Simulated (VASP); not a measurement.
These are AM05 GGA, VASP's PBE PAW potentials (set 64) (plane waves; VASP) values and carry that method's errors.

The input files of a VASP run:

### KPOINTS
```
Automatic mesh
0
gamma
  16 16 14
0 0 0
```

File POSCAR:
```
WC
2.8957220
  0.4999999555  -0.8660253521   0.0000000000
  0.4999999555   0.8660253521   0.0000000000
  0.0000000000   0.0000000000   0.9752327391
W C
1 1
direct
  0.0000000000   0.0000000000   0.0000000000
  0.3333330000   0.6666670000   0.5000000000
```

**INCAR**
```
SYSTEM = WC
PREC = Accurate; ENCUT = 520; LREAL = .False.
LASPH = .True.
EDIFF = 1E-7; NELM = 100; ALGO = Normal
LMAXMIX = 6
ISMEAR = -5
GGA = AM
ISIF = 2
LWAVE = .False.; LCHARG = .True.; LORBIT = 11
NEDOS = 601
```

POTCAR, in this order: W_sv C (PBE.64 set). Program: vasp_std.

Unless said otherwise, spin-orbit coupling is left out, though it shifts the bands of the heavy elements here.

Estimate the energy per atom (σ→0), band gap (on the k-mesh).

* **energy per atom (σ→0)**: -11.748 eV/atom
* **band gap (on the k-mesh)**: none (metal, semimetal or under 0.01 eV)

File OSZICAR:
```
...
DAV:   7    -0.235289465458E+02    0.70632E-01   -0.34846E-01  6520   0.530E+00    0.631E+00
DAV:   8    -0.234976267430E+02    0.31320E-01   -0.64281E-02  6940   0.231E+00    0.706E-01
DAV:   9    -0.234969425412E+02    0.68420E-03   -0.29664E-03  6748   0.432E-01    0.139E-01
DAV:  10    -0.234968018826E+02    0.14066E-03   -0.25521E-04  7165   0.224E-01    0.555E-02
DAV:  11    -0.234968072983E+02   -0.54157E-05   -0.16882E-05  6895   0.406E-02    0.952E-03
DAV:  12    -0.234968061547E+02    0.11436E-05   -0.33596E-06  6820   0.160E-02    0.249E-03
DAV:  13    -0.234968061732E+02   -0.18536E-07   -0.72629E-08  3745   0.293E-03
   1 F= -.23496806E+02 E0= -.23496806E+02  d E =0.000000E+00
```

The compound is WC in the wc structure. It was relaxed first.
